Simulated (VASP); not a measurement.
Input for VASP

File POSCAR:
```
MnO2
1
    4.3332873460    -0.0000000000     0.0000000000
   -0.0000000000     4.3332873460     0.0000000000
    0.0000000000     0.0000000000     2.7835180459
Mn O
2 4
Direct
  1.0000000000   0.0000000000   0.0000000000
  0.5000000000   0.5000000000   0.5000000000
  0.3017823638   0.3017823638   1.0000000000
  0.8017823638   0.1982176362   0.5000000000
  0.1982176362   0.8017823638   0.5000000000
  0.6982176362   0.6982176362   0.0000000000
```

**KPOINTS**
```
Automatic mesh
0
Gamma
7 7 11
0 0 0
```

**INCAR**
```
ISIF=3   ! ions, shape and volume
LASPH=.TRUE.   ! aspherical one-centre terms
PREC=Accurate
SIGMA=0.1
LCHARG=.FALSE.
EDIFFG=-0.02   ! ionic stop
MAGMOM=2.1 -2.1 -0.0 2*0.0 -0.0
EDIFF=1E-6   ! SCF stop (eV)
ISPIN=2
IBRION=2   ! conjugate gradients
ALGO=Normal   ! blocked Davidson
LORBIT=10
NELM=100
ENCUT=620
LREAL=.FALSE.   ! projection in real space or not
NSW=40   ! most ionic steps
LWAVE=.FALSE.
ISMEAR=1   ! Methfessel-Paxton
SYSTEM=MnO2
LMAXMIX=4   ! l cut-off of mixed one-centre charges
```

POTCAR, in this order: Mn_pv O (LDA.64 set). Program: vasp_std.

### Question
Write an equivalent input for Ansatz.

### Answer
One equivalent input (not run):
Ansatz 0.2 input:
```yaml
crystal:
  lattice:
    - [4.3332873, 0.0000000, 0.0000000]
    - [0.0000000, 4.3332873, 0.0000000]
    - [0.0000000, 0.0000000, 2.7835180]
  atoms:
    - { symbol: Mn, position: [1.0000000, 0.0000000, 0.0000000], spin: 2.1 }
    - { symbol: Mn, position: [0.5000000, 0.5000000, 0.5000000], spin: -2.1 }
    - { symbol: O, position: [0.3017824, 0.3017824, 1.0000000] }
    - { symbol: O, position: [0.8017824, 0.1982176, 0.5000000] }
    - { symbol: O, position: [0.1982176, 0.8017824, 0.5000000] }
    - { symbol: O, position: [0.6982176, 0.6982176, 0.0000000] }
kpoints:
  mp_grid: { grid: [7, 7, 11] }
hamiltonian:
  xc: lda
  pseudopotentials: { kind: paw }
magnetization: { spin_polarized: true }
scf:
  occupations: { method: methfessel_paxton, width: 0.1 }
  max_iter: 100
relax:
  max_steps: 40
  f_tol: 0.02
  cell: {}
output: { forces: true, stress: true, eigenvalues: true }
```
What does not carry over: each code has its own PAW files, so the cut-off isn't converted (ENCUT is set for VASP's; basis.ecutwfc is left out, and Ansatz then takes the one that its files recommend); Ansatz stops its SCF on the density residual and VASP on the energy change (EDIFF); Ansatz's lda is the Perdew-Wang form, while the LDA potentials of VASP carry Perdew-Zunger's.

The compound is MnO2 in the rutile structure. This run relaxes it. Symmetry was kept, so distortions that lower it aren't found.
